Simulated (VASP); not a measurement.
Consider the following.

```yaml
crystal:
  lattice:
    - [1.44835, -2.50861, 0.00000]
    - [1.44835, 2.50861, 0.00000]
    - [0.00000, 0.00000, 4.63413]
  atoms:
    - { symbol: Mg, position: [0.33333, 0.66667, 0.25000] }
    - { symbol: Mg, position: [0.66667, 0.33333, 0.75000] }
```

Calculation: r2SCAN meta-GGA, VASP's PBE PAW potentials (set 64) (plane waves; VASP). Run with 480 eV cut-off, 12×12×8 Γ-centred mesh, first-order Methfessel-Paxton smearing of 0.10 eV, potentials Mg.

Q: Predict the energy per atom (σ→0), pressure, band gap (on the k-mesh) with the smallest direct gap where there is one.

A: 
```
Item                                                        Result
------------------------  ----------------------------------------
band gap (on the k-mesh)  none (metal, semimetal or under 0.01 eV)
energy per atom (σ→0)                               -3.874 eV/atom
pressure                                                 20.00 GPa
```

Only differences to runs with the same potentials and settings are physical.

The compound is Mg in the hcp structure. It was relaxed first under an external pressure of 20 GPa.
